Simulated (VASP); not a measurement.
The system is SrAg4Sb2.

```xyz
7
Lattice="2.3702 1.3684 8.3430 -2.3702 1.3684 8.3430 0.0000 -2.7369 8.3430" Properties=species:S:1:pos:R:3 pbc="T T T"
Sr    0.0000    0.0000    0.0000
Ag    0.0000    0.0000    3.5524
Ag    0.0000    0.0000   21.4766
Ag    0.0000    0.0000   10.8881
Ag    0.0000    0.0000   14.1409
Sb    0.0000    0.0000    6.3717
Sb    0.0000    0.0000   18.6573
```

- Program: VASP 6.6.1
- Task: relaxation of cell and atoms
- Functional: PBEsol
- Potentials or basis: VASP PAW PBE potentials, release 64 (Sr_sv, Ag, Sb)
- Cutoff: 600 eV
- k mesh: 9 × 9 × 9
- Occupations: methfessel-paxton, width 0.1 eV
- Spin: no spin polarisation

At the start: pressure -2.1 GPa; volume 23.19 Å³/atom.

Q: Where does the relaxation end?

A: Over 17 steps the energy falls by 5.3 meV/atom and the volume is 22.48 Å³/atom (-3.1 %); space group R-3m (No. 166, to 0.05 Å).

The path:
```
step  energy change (eV)  largest force (eV/Å)  pressure (GPa)  volume (Å³)
   1              0.0000                0.0646           -2.06       162.36
   2             -0.0260                0.1666            1.08       155.47
   3             -0.0332                0.0934           -0.01       157.58
   4             -0.0332                0.0967            0.06       157.49
   5             -0.0342                0.0672            0.05       157.43
   6             -0.0351                0.0460            0.05       157.29
   7             -0.0360                0.0391           -0.07       157.45
   8             -0.0363                0.0313           -0.21       157.62
   9             -0.0368                0.0242           -0.05       157.25
  10             -0.0368                0.0198            0.04       157.04
  11             -0.0369                0.0206            0.03       157.08
  12             -0.0370                0.0190            0.03       157.09
  13             -0.0372                0.0134            0.06       157.09
  14             -0.0372                0.0141            0.07       157.10
  15             -0.0373                0.0157           -0.03       157.35
  16             -0.0373                0.0159           -0.04       157.36
  17             -0.0374                0.0055           -0.02       157.34
```

Final structure:
```xyz
7
Lattice="2.3407 1.3514 8.2898 -2.3407 1.3514 8.2898 0.0000 -2.7028 8.2898" Properties=species:S:1:pos:R:3 pbc="T T T"
Sr    0.0000    0.0000    0.0000
Ag    0.0000    0.0000    3.5488
Ag    0.0000    0.0000   21.3207
Ag    0.0000    0.0000   10.8570
Ag    0.0000    0.0000   14.0125
Sb    0.0000    0.0000    6.3504
Sb    0.0000    0.0000   18.5191
```

Caveat: the PAW data sets were made with another functional, which shifts forces and pressure a little.
